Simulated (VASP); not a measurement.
Consider the following.

```
TiB2
1.0
    1.50441    -2.67667     0.00000
    1.50441     2.67667     0.00000
    0.00000     0.00000     3.17694
Ti B
1 2
Cartesian
  0.00000   0.00000   0.00000
  1.50441   0.89222   1.58847
  1.57321  -0.89222   1.58847
```

Calculation: PBE GGA + U (Dudarev), VASP's PBE PAW potentials (set 64) (plane waves; VASP 6.6.1). Settings: 520 eV cut-off, 10×10×9 Γ-centred mesh, first-order Methfessel-Paxton smearing of 0.10 eV, potentials Ti_sv B, U − J: Ti 1.00 eV.

Problem. Give the force on each atom (eV/Å).

Solution. 
| atom | Fx | Fy | Fz |
|---|---|---|---|
| Ti1 | 0.537 | 0.024 | 0.000 |
| B2 | 0.808 | -0.149 | 0.000 |
| B3 | -1.345 | 0.125 | 0.000 |

Problem. Give the stress tensor in GPa (positive for a compressed cell).

Solution. 
```
 8.17  -1.39   0.00
-1.39  -7.72   0.00
 0.00   0.00   8.96
```
The pressure is its mean diagonal, 3.14 GPa.

The compound is TiB2 in the AlB2 type structure. The cell was not relaxed at this level, atoms are displaced from their ideal sites. The run is one of a series of settings (LDAU = .TRUE., LDAUJ = 0 0, LDAUL = 2 -1, LDAUTYPE = 2, LDAUU = 1.0 0 against the base run), some of them coarse on purpose.
